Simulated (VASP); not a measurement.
These are PBEsol GGA, VASP's PBE PAW potentials (set 64) (plane waves; VASP 6.6.1) values and carry that method's errors.

The input files of a VASP run:

### INCAR
```
# general
SYSTEM  = ZnS
PREC    = Accurate
ENCUT   = 400   # plane-wave cut-off (eV)
LREAL   = .False.   # projection in real space or not
LASPH   = .True.

# electronic loop
EDIFF   = 1E-6   # SCF stop (eV)
NELM    = 100
ALGO    = Normal   # blocked Davidson
LMAXMIX = 4

# smearing
ISMEAR  = 0
SIGMA   = 0.05   # width (eV)

# functional
GGA     = PS   # PBEsol

# ions
IBRION  = 2   # conjugate gradients
NSW     = 60
ISIF    = 3
EDIFFG  = -0.01

# output
LWAVE   = .False.
LCHARG  = .False.
```

**POSCAR**
```
ZnS
1
    0.0000000000     2.6211700000     2.6211700000
    2.6211700000     0.0000000000     2.6211700000
    2.6211700000     2.6211700000     0.0000000000
Zn S
1 1
Direct
  0.0000000000   0.0000000000   0.0000000000
  0.2500000000   0.2500000000   0.2500000000
```

### KPOINTS
```
Automatic mesh
0
Gamma
8 8 8
0 0 0
```

POTCAR, in this order: Zn S (PBE.64 set). Program: vasp_std.

Energy and stress use the plane-wave basis of the starting cell.

**Question.** What does the run give for the energy per atom (σ→0), volume per atom, band gap (on the k-mesh)?

**Answer.** 
```json
{
 "energy per atom (σ→0)": "-3.791 eV/atom",
 "band gap (on the k-mesh)": "2.10 eV",
 "volume_per_atom": "19.19 Å³/atom"
}
```

File OSZICAR:
```
...
DAV:   2    -0.760569734892E+01    0.16218E+00   -0.64591E-01   899   0.285E+01    0.117E+00
DAV:   3    -0.758763036600E+01    0.18067E-01   -0.26221E-02   976   0.293E+00    0.534E-01
DAV:   4    -0.758309328736E+01    0.45371E-02   -0.47655E-03   899   0.110E+00    0.279E-01
DAV:   5    -0.758236163884E+01    0.73165E-03   -0.80425E-04  1192   0.601E-01    0.715E-02
DAV:   6    -0.758231529101E+01    0.46348E-04   -0.22539E-04   814   0.171E-01    0.235E-02
DAV:   7    -0.758231575501E+01   -0.46399E-06   -0.11108E-05   864   0.320E-02    0.112E-02
DAV:   8    -0.758231549188E+01    0.26312E-06   -0.14072E-06   477   0.120E-02
   3 F= -.75823155E+01 E0= -.75823155E+01  d E =-.407127E-01
```

The structure was generated: ZnS was put into the zinc blende type (F-43m), which need not be its known phase. This run relaxes it. Symmetry was kept, so distortions that lower it aren't found.
